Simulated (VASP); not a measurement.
All values below come from PBE GGA, VASP's PBE PAW potentials (set 64) (plane waves; VASP).

The input files of a VASP run:

### POSCAR
```
SrVO3
1
    3.8637527914    -0.0000000000     0.0000000000
   -0.0000000000     3.8637527914     0.0000000000
   -0.0000000000    -0.0000000000     3.8637527914
Sr V O
1 1 3
Direct
  0.0000000000   0.0000000000   0.0000000000
  0.5000000000   0.5000000000   0.5000000000
  0.5000000000   0.0000000000   0.5000000000
  0.0000000000   0.5000000000   0.5000000000
  0.5000000000   0.5000000000   0.0000000000
```

File KPOINTS:
```
K-points
0
G
  7 7 7
0 0 0
```

INCAR:
```
SYSTEM = SrVO3
PREC = Accurate
ENCUT = 520
EDIFF = 1E-6
NELM = 100
ALGO = Normal
LREAL = .FALSE.
LASPH = .TRUE.
ISMEAR = 1
SIGMA = 0.1
GGA = PE
LMAXMIX = 4
LWAVE = .FALSE.
LCHARG = .FALSE.
IBRION = 2
ISIF = 3
NSW = 60
EDIFFG = -0.02
```

POTCAR, in this order: Sr_sv V_sv O (PBE.64 set). Program: vasp_std.

Output

OUTCAR:
```
 ion  position               nearest neighbor table
   1  0.000  0.000  0.000-   3 2.73   4 2.73   5 2.73   3 2.73   4 2.73   4 2.73   5 2.73   4 2.73
                             3 2.73   5 2.73   3 2.73   5 2.73   2 3.35   2 3.35   2 3.35   2 3.35
   2  0.500  0.500  0.500-   3 1.93   4 1.93   5 1.93   5 1.93   3 1.93   4 1.93   1 3.35   1 3.35
                             1 3.35   1 3.35   1 3.35   1 3.35   1 3.35   1 3.35
   3  0.500  0.000  0.500-   2 1.93   2 1.93   1 2.73   1 2.73   1 2.73   1 2.73
   4  0.000  0.500  0.500-   2 1.93   2 1.93   1 2.73   1 2.73   1 2.73   1 2.73
   5  0.500  0.500  0.000-   2 1.93   2 1.93   1 2.73   1 2.73   1 2.73   1 2.73
  LATTYP: Found a simple cubic cell.
 ALAT       =     3.8637527914
 Subroutine PRICEL returns:
 Original cell was already a primitive cell.
 Subroutine GETGRP returns: Found 48 space group operations
The static configuration has the point symmetry O_h .
The dynamic configuration has the point symmetry O_h .
 Subroutine INISYM returns: Found 48 space group operations
 Subroutine IBZKPT returns following result:
 Found     20 irreducible k-points:

 Following reciprocal coordinates:
            Coordinates               Weight
  0.000000  0.000000  0.000000      1.000000
  0.142857  0.000000  0.000000      6.000000
  0.285714  0.000000  0.000000      6.000000
  0.428571  0.000000  0.000000      6.000000
  0.142857  0.142857  0.000000     12.000000
  0.285714  0.142857  0.000000     24.000000
  0.428571  0.142857  0.000000     24.000000
  0.285714  0.285714  0.000000     12.000000
  0.428571  0.285714  0.000000     24.000000
  0.428571  0.428571  0.000000     12.000000
  0.142857  0.142857  0.142857      8.000000
  0.285714  0.142857  0.142857     24.000000
  0.428571  0.142857  0.142857     24.000000
  0.285714  0.285714  0.142857     24.000000
  0.428571  0.285714  0.142857     48.000000
  0.428571  0.428571  0.142857     24.000000
  0.285714  0.285714  0.285714      8.000000
  0.428571  0.285714  0.285714     24.000000
  0.428571  0.428571  0.285714     24.000000
  0.428571  0.428571  0.428571      8.000000
   k-points           NKPTS =     20   k-points in BZ     NKDIM =     20   number of bands    NBANDS=     24
   number of dos      NEDOS =    301   number of ions     NIONS =      5
   total plane-waves  NPLWV =  27000
   dimension x,y,z NGX =    30 NGY =   30 NGZ =   30
   dimension x,y,z NGXF=    60 NGYF=   60 NGZF=   60
   ions per type =               1   1   3
   PREC   = accura    normal or accurate (medium, high low for compatibility)
   ISTART =      0    job   : 0-new  1-cont  2-samecut
   ICHARG =      2    charge: 1-file 2-atom 10-const
   ISPIN  =      1    spin polarized calculation?
   LNONCOLLINEAR =      F non collinear calculations
   LSORBIT =      F    spin-orbit coupling
   INIWAV =      1    electr: 0-lowe 1-rand  2-diag
   ENCUT  =  520.0 eV  38.22 Ry    6.18 a.u.   7.18  7.18  7.18*2*pi/ulx,y,z
   NELM   =    100;   NELMIN=  2; NELMDL= -5     # of ELM steps
   EDIFF  = 0.1E-05   stopping-criterion for ELM
   LREAL  =      F    real-space projection
   NLSPLINE    = F    spline interpolate recip. space projectors
   LMAXMIX     =    4 max onsite mixed and CHGCAR
   VOSKOWN=      0    Vosko Wilk Nusair interpolation
   EDIFFG = -.2E-01   stopping-criterion for IOM
   NSW    =     60    number of steps for IOM
   NBLOCK =      1;   KBLOCK =     60    inner block; outer block
   IBRION =      2    ionic relax: 0-MD 1-quasi-New 2-CG
   NFREE  =      1    steps in history (QN), initial steepest desc. (CG)
   ISIF   =      3    stress and relaxation
   ISYM   =      2    0-nonsym 1-usesym 2-fastsym
   TEIN   =    0.0    initial temperature
   TEBEG  =    0.0;   TEEND  =   0.0 temperature during run
   SMASS  =  -3.00    Nose mass-parameter (am)
   PSTRESS=    0.0 pullay stress
   NELECT =      41.0000    total number of electrons
   EFERMI =   0.00;   METHOD = LEGACY
   ISMEAR =     1;   SIGMA  =   0.10  broadening in eV -4-tet -1-fermi 0-gaus
...
```

**OSZICAR**
```
       N       E                     dE             d eps       ncg     rms          rms(c)
DAV:   1     0.459797381158E+03    0.45980E+03   -0.24022E+04   960   0.179E+03
DAV:   2    -0.214352184125E+02   -0.48123E+03   -0.47589E+03  1240   0.488E+02
DAV:   3    -0.489595644954E+02   -0.27524E+02   -0.27348E+02  1008   0.127E+02
DAV:   4    -0.498480722331E+02   -0.88851E+00   -0.88832E+00  1624   0.202E+01
DAV:   5    -0.498600217717E+02   -0.11950E-01   -0.11949E-01  1200   0.172E+00    0.376E+01
DAV:   6    -0.411483909282E+02    0.87116E+01   -0.99448E+01  1328   0.743E+01    0.191E+01
DAV:   7    -0.400810036990E+02    0.10674E+01   -0.35467E+01  1144   0.527E+01    0.172E+01
DAV:   8    -0.393091522475E+02    0.77185E+00   -0.34134E+00  1104   0.165E+01    0.479E+00
DAV:   9    -0.393255388859E+02   -0.16387E-01   -0.61756E-01  1216   0.571E+00    0.217E+00
DAV:  10    -0.393064615011E+02    0.19077E-01   -0.39746E-01  1080   0.574E+00    0.101E+00
DAV:  11    -0.392973691537E+02    0.90923E-02   -0.75938E-02  1056   0.235E+00    0.330E-01
DAV:  12    -0.392968887969E+02    0.48036E-03   -0.44223E-03  1232   0.602E-01    0.871E-02
DAV:  13    -0.392968789142E+02    0.98827E-05   -0.33411E-04  1224   0.124E-01    0.317E-02
DAV:  14    -0.392968716277E+02    0.72865E-05   -0.13704E-04  1096   0.764E-02    0.206E-02
DAV:  15    -0.392968711008E+02    0.52697E-06   -0.32523E-05  1104   0.515E-02    0.125E-02
DAV:  16    -0.392968704119E+02    0.68887E-06   -0.40430E-06   840   0.196E-02
   1 F= -.39296870E+02 E0= -.39295846E+02  d E =-.392969E+02
```

OUTCAR:
```
------------------------ aborting loop because EDIFF is reached ----------------------------------------
  FORCE on cell =-STRESS in cart. coord.  units (eV):
  Direction    XX          YY          ZZ          XY          YZ          ZX
  --------------------------------------------------------------------------------------
  Total       -0.0283269     -0.0283269     -0.0283269      0.0000000     -0.0000000     -0.0000000
  in kB       -0.7868321     -0.7868321     -0.7868321      0.0000000     -0.0000000     -0.0000000
  external PRESSURE =      -0.7868321 kB  Pullay stress =       0.0000000 kB
  volume of cell :       57.68
      direct lattice vectors                 reciprocal lattice vectors
     3.863752791  0.000000000  0.000000000     0.258815730  0.000000000  0.000000000
     0.000000000  3.863752791  0.000000000     0.000000000  0.258815730  0.000000000
     0.000000000  0.000000000  3.863752791     0.000000000  0.000000000  0.258815730
 POSITION                                       TOTAL-FORCE (eV/Angst)
 -----------------------------------------------------------------------------------
      0.00000      0.00000      0.00000         0.000000      0.000000      0.000000
      1.93188      1.93188      1.93188         0.000000      0.000000      0.000000
      1.93188      0.00000      1.93188         0.000000      0.000000      0.000000
      0.00000      1.93188      1.93188         0.000000      0.000000      0.000000
      1.93188      1.93188      0.00000         0.000000      0.000000      0.000000
 -----------------------------------------------------------------------------------
    total drift:                                0.000000      0.000000     -0.000000
  FREE ENERGIE OF THE ION-ELECTRON SYSTEM (eV)
  ---------------------------------------------------
  free  energy   TOTEN  =       -39.2968704119 eV

  energy  without entropy=      -39.2937982569  energy(sigma->0) =      -39.29584636

 reached required accuracy - stopping structural energy minimisation
```
(Selected blocks of OUTCAR.)

The compound is SrVO3 in the cubic perovskite structure. It was relaxed first. The start is the result of an earlier pass. The run is not spin-polarised, so no magnetic state was tried. The electron count is odd and the run is not spin-polarised, which forces a metal.
